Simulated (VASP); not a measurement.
Here is the system:

```
SrCl2
1.0
    0.00000     3.41071     3.41071
    3.41071     0.00000     3.41071
    3.41071     3.41071     0.00000
Sr Cl
1 2
Direct
  0.00000   0.00000   0.00000
  0.25000   0.25000   0.25000
  0.75000   0.75000   0.75000
```

Calculation: PBE GGA with D3 dispersion (Becke-Johnson damping), VASP's PBE PAW potentials (set 64) (plane waves; VASP). Settings: 520 eV cut-off, 6×6×6 Γ-centred mesh, Gaussian smearing of 0.050 eV, potentials Sr_sv Cl.

Q: Predict the energy per atom (σ→0), pressure, band gap (on the k-mesh) with the smallest direct gap where there is one.

A: 
The band gap (on the k-mesh) comes out as 5.47 eV, the smallest direct gap (on the k-mesh) is 5.47 eV and the energy per atom (σ→0) is -4.469 eV/atom. The pressure is 2.60 GPa.

Only differences to runs with the same potentials and settings are physical.

The compound is SrCl2 in the fluorite structure. This cell is one point of a volume scan, at 0.94 of the reference volume.
